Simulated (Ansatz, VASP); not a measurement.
# Cross-check of Si2W between VASP and Ansatz

One calculation is typed for both programs; each brings its own data sets. How far apart do they land? The cell is taken from a series of runs on this material, whose earlier steps may have relaxed, scaled, displaced or heated it; both programs get it as it stands.

Program: Ansatz 0.2.0. Level of theory: plane waves, with VASP 6.6.1 beside it; zone-centre phonons at PBEsol. Results are calculated unless marked as measured.

## Step 1: Set-up

The structure is tetragonal, space group I4/mmm (No. 139). Conventional cell: a = 3.107 Å, b = 3.107 Å, c = 7.915 Å, α = 90.00°, β = 90.00°, γ = 90.00°. Nearest to Si lie 5 W at 2.56 to 2.64 Å and 5 Si at 2.57 to 2.63 Å. Nearest to W lie 10 Si at 2.56 to 2.64 Å. Farther neighbours are not listed.

## Step 2: Ansatz: zone-centre phonons, PBEsol

Ansatz runs on its PAW soft_1 files.

Second derivatives magnify differences that forces hide, and they need a tight electronic threshold.

Contents of input.yaml:

```yaml
crystal:
  lattice:
    - [-1.5534276586, 1.5534276586, 3.9576253841]
    - [1.5534276586, -1.5534276586, 3.9576253841]
    - [1.5534276586, 1.5534276586, -3.9576253841]
  atoms:
    - { symbol: Si, position: [0.3336698446, 0.3336698446, 0.0] }
    - { symbol: Si, position: [0.6663301554, 0.6663301554, 0.0] }
    - { symbol: W, position: [0.0, 0.0, 0.0] }
kpoints:
  mp_grid: { grid: [20, 20, 20] }
hamiltonian:
  xc: pbesol
  pseudopotentials: { kind: paw, azcp: { folder: soft_1 }, xc_functional: pbe }
scf:
  occupations: { method: methfessel_paxton, width: 0.2 }
output:
  eigenvalues: true
phonons:
  method: dfpt
```

Started as:

```console
$ ansatz run input.yaml --threads 4 --pin off --max-ram 10240MiB --backend cpu --events-out ev --progress --plain --runs-dir out
```

Numbers of over 12 decimals in the logs are rounded to 6 here.

The program printed:

```text
zone centre: on kpoints.mp_grid the ground state, and the responses unless they are solved on pairs of k-points, stand on 1166 of the mesh's 8000 k-points, reduced under 4 symmetry operations, with k and −k counted as one. Each operation leaves every solved displacement unchanged or reverses it
Engine: ansatz 0.2.0, aarch64-unknown-linux-gnu
Pseudopotentials: kind: paw
Pseudopotential: Si, paw, valence charge 4, recommended cutoff 420 eV (normal), soft_1/Si.paw.azcp
Pseudopotential: W, paw, valence charge 14, recommended cutoff 420 eV (normal), soft_1/W.paw.azcp
Functional definition: PBEsol
  exchange = pbesol_x
  correlation = pbesol_c
Crystal: 3 atoms, lattice volume = 38.201 Å³
Basis set: ecut = 420 eV, 769 PW (Γ), exchange–correlation on 64×64×64 points (8 copies of the dense FFT grid, shifted against one another)
Bands: 15, of which v1, the nominal top of the filled ones, is band 11 counted from 1 (10 counted from 0)
Symmetry: 16 space group operations
k-points: 1166 of 8000 (irreducible under 4 space group operations, time reversal used)
Non-local potential: Si, projectors of the file, l = 0: 2, l = 1: 2, l = 2: 1
Non-local potential: W, projectors of the file, l = 0: 3, l = 1: 2, l = 2: 2, l = 3: 1
PAW form: soft (Blöchl's): semilocal exchange-correlation on the pseudo side does not see the compensation charge
PAW frozen core: Si, regenerated for the run's functional, and the local potential with it (the file was generated under x = pbe(κ = 0.804, μ = 0.219515), c = pbe(β = 0.066725))
PAW frozen core: W, regenerated for the run's functional, and the local potential with it (the file was generated under x = pbe(κ = 0.804, μ = 0.219515), c = pbe(β = 0.066725))
PAW one-centre angular grid: Si, 110 points (default); XC on 64 Gauss nodes
PAW one-centre angular grid: W, 590 points (default); XC on 64 Gauss nodes
Initial density: superposition of atomic densities (chi_scale 0.1, normalization cell, long waves kept (reshape's long-wave potential 0.00 eV rms))
Initial wavefunctions: pseudopotential atomic-orbital guess
Functional: x = pbesol(κ = 0.804, μ = 0.123457), c = pbesol(β = 0.046)
SCF iter   1: F=—  HF=-11502.089108 eV  |F-HF|=—  |Δ(HF+E_count)|=         —  Δρ=4.91e-2  dr2=8.50e-1  ethr=3.10e-3  ⟨swp⟩=5.5  Hψ=103255  notcnv=0
preconditioner: auto → Kerker (q_TF=auto, 2.489 Å⁻¹)  [metal: Δε(μ)=0.009 eV  Ē_g=8.636 eV  σ=0.200 eV  W_gap=0.04  n_scr=10 (ndim 8)  ℏωp=22.5 eV  f_vac=0.000  D(μ)=0.35/eV (n_scr^D=0)]
SCF iter   2: F=—  HF=-11501.863680 eV  |F-HF|=—  |Δ(HF+E_count)|=   2.25e-1  S|Δr|=    0.00e0  Δρ=2.67e-2  dr2=2.05e-1  ethr=3.10e-3  ⟨swp⟩=2.1  Hψ=31265  notcnv=0
SCF iter   3: F=—  HF=-11501.787810 eV  |F-HF|=—  |Δ(HF+E_count)|=   7.59e-2  S|Δr|=    0.00e0  Δρ=6.16e-3  dr2=1.21e-2  ethr=9.33e-4  ⟨swp⟩=2.8  Hψ=32086  notcnv=0  defer=3
SCF iter   4: F=—  HF=-11501.783260 eV  |F-HF|=—  |Δ(HF+E_count)|=   4.55e-3  S|Δr|=    0.00e0  Δρ=4.91e-4  dr2=4.89e-5  ethr=5.50e-5  ⟨swp⟩=2.5  Hψ=25412  notcnv=0  defer=3
SCF iter   5: F=—  HF=-11501.783245 eV  |F-HF|=—  |Δ(HF+E_count)|=   1.56e-5  S|Δr|=    0.00e0  Δρ=6.37e-5  dr2=1.23e-6  ethr=2.22e-7  ⟨swp⟩=2.1  Hψ=26833  notcnv=0  defer=3
SCF iter   6: F=—  HF=-11501.783247 eV  |F-HF|=—  |Δ(HF+E_count)|=   1.83e-6  S|Δr|=    0.00e0  Δρ=1.12e-5  dr2=4.63e-8  ethr=5.59e-9  ⟨swp⟩=2.9  Hψ=30443  notcnv=0  defer=7
SCF iter   7: F=—  HF=-11501.783247 eV  |F-HF|=—  |Δ(HF+E_count)|=   6.92e-9  S|Δr|=    0.00e0  Δρ=1.34e-6  dr2=7.30e-10  ethr=2.10e-10  ⟨swp⟩=2.3  Hψ=24693  notcnv=0  defer=7
SCF iter   8: F=—  HF=-11501.783247 eV  |F-HF|=—  |Δ(HF+E_count)|=  1.24e-10  S|Δr|=    0.00e0  Δρ=1.95e-7  dr2=1.63e-11  ethr=3.32e-12  ⟨swp⟩=2.4  Hψ=25160  notcnv=0  defer=7
SCF iter   9: F=-11501.783247 eV  HF=-11501.783247 eV  |F-HF|=5.46e-12  |Δ(HF+E_count)|=  1.09e-11  S|Δr|=    0.00e0  Δρ=1.94e-8  dr2=1.18e-13  ethr=1.00e-12  ⟨swp⟩=5.3  Hψ=72570  notcnv=0
the search or the solves at the SCF's close seem to have found levels that the self-consistency loop had missed (the run counts 2). By its estimate they hold under 1e-12 electrons; where the run keeps them, the occupations were computed again with them
SCF 1 converged in 9 iterations: F = -11501.783247 eV  dr2 = 1.18e-13
  greatest PAW one-centre occupation: 0.999 electrons in one spin orbital (limit 2), on the W atom at site 2 (counted from 0), in its partial waves of l = 0
DFPT response loops at Γ: preconditioner auto → Kerker (q_TF=auto, 2.489 Å⁻¹) (partly filled bands, converged f_vac=0.000); β = 1.00, the filter's whole step (`scf.mixing.beta` (0.50) is not read by the response loops under this deck's `scf.mixing.preconditioner`; to damp them name `kerker` or `kerker_dos`, under which they read `scf.mixing.beta`, and type it under 1.00, their step now; both keys bind the ground state too); Broyden in place of MSR1
SCF converged after 9 iterations
Stability not checked: this state was not tested for a lower state beside it, because cold or Methfessel-Paxton smearing, or corrected tetrahedra, fill the levels in a way that the test cannot read (fill_not_monotonic; see scf.lower_state_search)
Free energy (F): -11501.783247 eV
Harris-Foulkes:  -11501.783247 eV  (|F-HF|=5.46e-12)
Internal energy: -11501.783990 eV  (E = F + TS)
E sigma→0 (E₀):  -11501.783432 eV
Entropy (-TS):   0.000743 eV (0.248 meV/atom)
Fermi energy:    17.770341 eV
--- Per-component energies (eV) ---
  E_band       = -61.494142
  E_kinetic    = 518.691715
  E_local      = -855.589073  (includes V_loc(G=0)·N_el)
  E_nonlocal   = 21.876562
  E_hartree    = 378.722012
  E_xc         = -384.802528
  E_vxc        = -336.021568  (∫ρ·V_xc dr)
  E_paw        = -9447.089861  (= ΣΔE_a)
  E_vpaw       = -167.896015  (= ΣTr[D̂ρ^β])
  E_aug_tail   = 0.000214  (compensation charges beyond the density's cutoff)
  E_ewald      = -1733.878009
  E_core_change = 0.284979  (= ΣΔE_core)
  E_smearing   = 0.000743  (= −TS)
  E_closure    = 0.000000  (closes the sum)
  Σ components = -11501.783247   (vs F -11501.783247, Δ=0.00e0)
--- Band table (eV; the first three rows and the last of 1166) ---
  k-point 0: bands = [... 7 lower, 13.9909, 14.8833, 14.8833, 18.6531, 20.3877, 21.0562, 21.3367, 21.3367]
  k-point 1: bands = [... 7 lower, 14.0213, 14.6249, 15.0987, 18.2011, 20.6886, 20.8848, 21.3927, 21.4565]
  k-point 2: bands = [... 7 lower, 14.0040, 14.1132, 15.4683, 17.1788, 20.6300, 21.3274, 21.5428, 21.6982]
  k-point 1165: bands = [... 7 lower, 14.9217, 17.1090, 17.1090, 17.1520, 17.1520, 18.8105, 21.6082, 23.0330]
--- Phonons (Γ-DFPT): 4 representative perturbations + reference, on 1166 of 8000 k-points (Σ response iterations 12) ---
  k mesh reduced under 4 symmetry operations, with k and −k counted as one. Each operation leaves every solved displacement unchanged or reverses it
  ASR residual: 8.390e-6 → 0.000e0 eV/Å²; symmetrization residual: 1.266e-6 eV/Å²
  ASR residual per site (eV/Å²): 7.37e-6 7.37e-6 8.39e-6
  Γ frequencies (cm⁻¹): 0.00 0.00 0.00 295.17 295.17 312.90 379.45 379.45 441.24
  non-analytic LO–TO correction: not included (Born effective charges unavailable; polar crystals: no LO–TO splitting at Γ)
```

[end of part 1 of 2]

[Lines on the potential files, build, host, timing and source positions are cut from VASP's logs without a mark.]

[Logs are printed without paths, hosts, clocks, repeated set-up lines and the standing remarks that a program may print on its own settings, such as how far it seeks lower states.]

[Hosts, paths, dates, database ids (printed as entryN), source tags and the programs' standing remarks are cut or masked in the printed files.]
